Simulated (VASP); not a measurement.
Consider the following.

```xyz
3
Lattice="0.0000 2.5535 2.5535 2.5535 0.0000 2.5535 2.5535 2.5535 0.0000" Properties=species:S:1:pos:R:3 pbc="T T T"
Hf     0.0000     0.0000     0.0000
O      1.2768     1.2768     1.2768
O      3.8303     3.8303     3.8303
```

Level of theory: RPBE GGA, VASP's PBE PAW potentials (set 64) (plane waves; VASP 6.6.1). Run with 520 eV cut-off, 8×8×8 Γ-centred mesh, tetrahedra with Blöchl corrections, potentials Hf_pv O.

Unless said otherwise, spin-orbit coupling is left out, though it shifts the bands of the heavy elements here.

Task: What does the run give for the energy per atom (σ→0), band gap (on the k-mesh) with the smallest direct gap where there is one?

Result: 
* **band gap (on the k-mesh)**: 3.85 eV
* **smallest direct gap (on the k-mesh)**: 3.85 eV
* **energy per atom (σ→0)**: -9.635 eV/atom

The compound is HfO2 in the fluorite structure, the high-temperature cubic form, which is unstable at 0 K; the monoclinic form is the stable one. It was relaxed first.
